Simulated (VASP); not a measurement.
Given:

```
CdMgTe2
1.0
    2.28784     1.32089     7.43607
   -2.28784     1.32089     7.43607
    0.00000    -2.64178     7.43607
Mg Cd Te
1 1 2
Direct
  0.50087   0.50087   0.50087
  0.99955   0.99955   0.99955
  0.87357   0.87357   0.87357
  0.37600   0.37600   0.37600
```

Computed with PBEsol GGA, VASP's PBE PAW potentials (set 64) (plane waves; VASP). Settings: 400 eV cut-off, 6×6×6 Γ-centred mesh, tetrahedra with Blöchl corrections, potentials Mg Cd Te.

Unless said otherwise, spin-orbit coupling is left out, though it shifts the bands of the heavy elements here.

Q: Tabulate the total density of states (states/eV per cell) against energy (eV; zero at the valence-band maximum or, without a gap, the Fermi level).

A: 
```json
[
 {"E (eV)": "-9.92", "DOS (states/eV)": "0.00"},
 {"E (eV)": "-9.71", "DOS (states/eV)": "0.00"},
 {"E (eV)": "-9.41", "DOS (states/eV)": "0.00"},
 {"E (eV)": "-9.21", "DOS (states/eV)": "0.00"},
 {"E (eV)": "-8.90", "DOS (states/eV)": "0.00"},
 {"E (eV)": "-8.70", "DOS (states/eV)": "0.00"},
 {"E (eV)": "-8.39", "DOS (states/eV)": "0.00"},
 {"E (eV)": "-8.19", "DOS (states/eV)": "0.00"},
 {"E (eV)": "-7.88", "DOS (states/eV)": "23.7"},
 {"E (eV)": "-7.68", "DOS (states/eV)": "7.57"},
 {"E (eV)": "-7.48", "DOS (states/eV)": "8.00"},
 {"E (eV)": "-7.17", "DOS (states/eV)": "0.00"},
 {"E (eV)": "-6.97", "DOS (states/eV)": "0.00"},
 {"E (eV)": "-6.67", "DOS (states/eV)": "0.00"},
 {"E (eV)": "-6.46", "DOS (states/eV)": "0.00"},
 {"E (eV)": "-6.16", "DOS (states/eV)": "0.00"},
 {"E (eV)": "-5.96", "DOS (states/eV)": "0.00"},
 {"E (eV)": "-5.75", "DOS (states/eV)": "0.00"},
 {"E (eV)": "-5.45", "DOS (states/eV)": "0.00"},
 {"E (eV)": "-5.24", "DOS (states/eV)": "0.00"},
 {"E (eV)": "-4.94", "DOS (states/eV)": "0.00"},
 {"E (eV)": "-4.74", "DOS (states/eV)": "0.00"},
 {"E (eV)": "-4.43", "DOS (states/eV)": "0.00"},
 {"E (eV)": "-4.23", "DOS (states/eV)": "0.00"},
 {"E (eV)": "-3.92", "DOS (states/eV)": "4.58"},
 {"E (eV)": "-3.72", "DOS (states/eV)": "3.70"},
 {"E (eV)": "-3.52", "DOS (states/eV)": "1.49"},
 {"E (eV)": "-3.21", "DOS (states/eV)": "4.03"},
 {"E (eV)": "-3.01", "DOS (states/eV)": "1.71"},
 {"E (eV)": "-2.70", "DOS (states/eV)": "0.86"},
 {"E (eV)": "-2.50", "DOS (states/eV)": "0.62"},
 {"E (eV)": "-2.20", "DOS (states/eV)": "3.70"},
 {"E (eV)": "-1.99", "DOS (states/eV)": "3.71"},
 {"E (eV)": "-1.69", "DOS (states/eV)": "3.60"},
 {"E (eV)": "-1.49", "DOS (states/eV)": "5.28"},
 {"E (eV)": "-1.28", "DOS (states/eV)": "4.52"},
 {"E (eV)": "-0.98", "DOS (states/eV)": "5.68"},
 {"E (eV)": "-0.78", "DOS (states/eV)": "4.57"},
 {"E (eV)": "-0.47", "DOS (states/eV)": "1.85"},
 {"E (eV)": "-0.27", "DOS (states/eV)": "1.79"},
 {"E (eV)": "0.04", "DOS (states/eV)": "0.00"},
 {"E (eV)": "0.24", "DOS (states/eV)": "0.00"},
 {"E (eV)": "0.55", "DOS (states/eV)": "0.00"},
 {"E (eV)": "0.75", "DOS (states/eV)": "0.00"},
 {"E (eV)": "0.95", "DOS (states/eV)": "0.00"},
 {"E (eV)": "1.26", "DOS (states/eV)": "0.00"},
 {"E (eV)": "1.46", "DOS (states/eV)": "0.00"},
 {"E (eV)": "1.76", "DOS (states/eV)": "0.04"},
 {"E (eV)": "1.97", "DOS (states/eV)": "0.07"},
 {"E (eV)": "2.27", "DOS (states/eV)": "0.23"},
 {"E (eV)": "2.47", "DOS (states/eV)": "0.80"},
 {"E (eV)": "2.68", "DOS (states/eV)": "1.49"},
 {"E (eV)": "2.98", "DOS (states/eV)": "3.32"},
 {"E (eV)": "3.19", "DOS (states/eV)": "3.16"},
 {"E (eV)": "3.49", "DOS (states/eV)": "3.32"},
 {"E (eV)": "3.69", "DOS (states/eV)": "2.99"},
 {"E (eV)": "4.00", "DOS (states/eV)": "3.31"},
 {"E (eV)": "4.20", "DOS (states/eV)": "2.00"},
 {"E (eV)": "4.51", "DOS (states/eV)": "2.65"},
 {"E (eV)": "4.71", "DOS (states/eV)": "2.78"}
]
```
Within 2 eV below the valence-band maximum the largest weight inside VASP's projection spheres is Te p.

The structure comes from a computed database's MgCdTe2 entry (R3m); how it stands against other phases isn't given here. It was relaxed first.
